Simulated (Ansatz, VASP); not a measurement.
**One calculation of Si5Cl, two programs**

```xyz
6
Lattice="5.3648 0.0000 0.0000 -2.6824 4.6460 0.0000 0.0000 0.0000 4.2863" Properties=species:S:1:pos:R:3 pbc="T T T"
Si    0.0000    3.0973    0.0000
Si    2.6824    1.5487    0.0000
Si    2.6824    0.0000    2.1432
Si    1.3412    2.3230    2.1432
Si   -1.3412    2.3230    2.1432
Cl    0.0000    0.0000    0.0000
```

Change from the starting cell: species swapped into the EuNi5 type (P6/mmm, No. 191).

Alike in both runs: task single point; functional PBE; k mesh 6 × 6 × 4; occupations gaussian, width 0.1 eV; no spin polarisation.

|  | VASP | Ansatz |
| --- | --- | --- |
| version | VASP 6.6.1 | Ansatz 0.2.0 |
| potentials or method | VASP PAW PBE potentials, release 64 (Si, Cl) | scalar-relativistic, plane waves, PAW |
| plane-wave cutoff (eV) | 520 | 420 |
| valence electrons in the cell | 27 | 27 |

|  | VASP | Ansatz | Ansatz less VASP |
| --- | --- | --- | --- |
| gap on the k mesh at the Fermi level (eV) | none | none | - |
| pressure (GPa) | -3.1 | -3.1 | +0.04 |
| largest component of the traceless stress (GPa) | 0.23 | 0.22 | -0.002 |

A gap of «none» marks a metal or a gap that the smearing closes. The functional is the same, so the differences come from potentials, cutoffs and numerics.

Caveats: the k mesh is coarse (spacing up to 0.37 Å⁻¹), so the values aren't converged; an odd number of electrons without spin polarisation forces a metal; a magnetic or distorted state may lie lower.
